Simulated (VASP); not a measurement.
Consider the following.

```
AlRu
1.0
    3.00753     0.00000     0.00000
    0.00000     3.00753     0.00000
    0.00000     0.00000     3.00753
Al Ru
1 1
Direct
  0.50000   0.50000   0.50000
  0.00000   0.00000   0.00000
```

The numbers are results of PBE GGA with D4 dispersion, VASP's PBE PAW potentials (set 64) (plane waves; VASP), not measurements. Numerical set-up: 520 eV cut-off, 12×12×12 Γ-centred mesh, first-order Methfessel-Paxton smearing of 0.10 eV, potentials Al Ru_pv.

Give the stress tensor in GPa (positive for a compressed cell).

```
-6.19   0.00   0.00
 0.00  -6.19   0.00
 0.00   0.00  -6.19
```
The pressure is its mean diagonal, -6.19 GPa.

The compound is RuAl in the CsCl type structure. This cell is one point of a volume scan, at 1.03 of the reference volume. The electron count is odd and the run is not spin-polarised, which forces a metal.
